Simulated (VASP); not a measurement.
Output of a VASP run:

File OSZICAR:
```
       N       E                     dE             d eps       ncg     rms          rms(c)
DAV:   1    -0.227351316689E+01   -0.22735E+01   -0.18052E+03  4074   0.550E+02
DAV:   2    -0.755629931613E+01   -0.52828E+01   -0.52037E+01  6264   0.659E+01
DAV:   3    -0.758404218309E+01   -0.27743E-01   -0.27945E-01  5376   0.453E+00
DAV:   4    -0.758405971860E+01   -0.17536E-04   -0.17640E-04  5898   0.114E-01
DAV:   5    -0.758405973380E+01   -0.15192E-07   -0.15132E-07  5298   0.156E-03    0.129E+00
DAV:   6    -0.752892685473E+01    0.55133E-01   -0.81532E-03  4530   0.139E+00    0.794E-01
DAV:   7    -0.750808895369E+01    0.20838E-01   -0.85238E-03  4476   0.142E+00    0.329E-02
DAV:   8    -0.750806470899E+01    0.24245E-04   -0.14916E-05  5952   0.459E-02    0.112E-02
DAV:   9    -0.750806221902E+01    0.24900E-05   -0.31553E-06  4914   0.218E-02    0.942E-04
DAV:  10    -0.750806218354E+01    0.35480E-07   -0.31825E-09  4884   0.500E-04
   1 F= -.82637790E+01 E0= -.82637790E+01  d E =0.000000E+00
```

OUTCAR:
```
------------------------ aborting loop because EDIFF is reached ----------------------------------------
 Edisp (eV)   -0.75572
  FORCE on cell =-STRESS in cart. coord.  units (eV):
  Direction    XX          YY          ZZ          XY          YZ          ZX
  --------------------------------------------------------------------------------------
  Total      -0.08308    -0.08308     0.15755     0.00000     0.00000     0.00000
  in kB      -8.93766    -8.93766    16.94971     0.00000     0.00000     0.00000
  external pressure =       -0.31 kB  Pullay stress =        0.00 kB
  volume of cell :       14.89
      direct lattice vectors                 reciprocal lattice vectors
     1.109696252 -1.922050132  0.000000000     0.450573748 -0.260138896  0.000000000
     1.109696252  1.922050132  0.000000000     0.450573748  0.260138896  0.000000000
     0.000000000  0.000000000  3.491173534     0.000000000  0.000000000  0.286436635
 POSITION                                       TOTAL-FORCE (eV/Angst)
 -----------------------------------------------------------------------------------
      1.10970      0.64068      0.87279         0.000000      0.000000      0.000000
      1.10970     -0.64068      2.61838        -0.000000     -0.000000      0.000000
 -----------------------------------------------------------------------------------
    total drift:                               -0.000000     -0.000004      0.000005
  FREE ENERGIE OF THE ION-ELECTRON SYSTEM (eV)
  ---------------------------------------------------
  free  energy   TOTEN  =        -8.2637789730 eV

  energy  without entropy=       -8.2637789730  energy(sigma->0) =       -8.26377897

 total charge

# of ion       s       p       d       tot
------------------------------------------
    1        0.421   0.821   0.000   1.242
    2        0.421   0.821   0.000   1.242
--------------------------------------------------
tot          0.842   1.642   0.000   2.484
```
(Selected blocks of OUTCAR.)

File POSCAR:
```
Be
1
    1.1096962524    -1.9220501316     0.0000000000
    1.1096962524     1.9220501316     0.0000000000
    0.0000000000     0.0000000000     3.4911735343
Be
2
Direct
  0.3333330000   0.6666670000   0.2500000000
  0.6666670000   0.3333330000   0.7500000000
```

**Question.** Reconstruct the remaining input files.

**Answer.** Several could match; the one computed here: the input of the run itself, PBE GGA with D3 dispersion (Becke-Johnson damping), plane waves, VASP's PBE PAW potentials (set 64).

INCAR:
```
GGA  =  PE   ! PBE
ISMEAR  =  -5
ENCUT  =  520   ! plane-wave cut-off (eV)
IVDW  =  12   ! D3, Becke-Johnson
LWAVE  =  .False.
NELM  =  100   ! most electronic steps
LREAL  =  .False.
EDIFF  =  1E-7
PREC  =  Accurate
LCHARG  =  .True.
LORBIT  =  11   ! lm-projected
ISIF  =  2   ! forces and stress, cell fixed
LASPH  =  .True.
ALGO  =  Normal   ! blocked Davidson
SYSTEM  =  Be
NEDOS  =  601   ! DOS grid
```

### KPOINTS
```
Automatic mesh
0
Gamma
21 21 12
0 0 0
```

POTCAR, in this order: Be (PBE.64 set). Program: vasp_std.

For a metal the tetrahedron method with Blöchl corrections gives inexact stress and forces.

The compound is Be in the hcp structure. It was relaxed first, which changed the volume by -8 %.
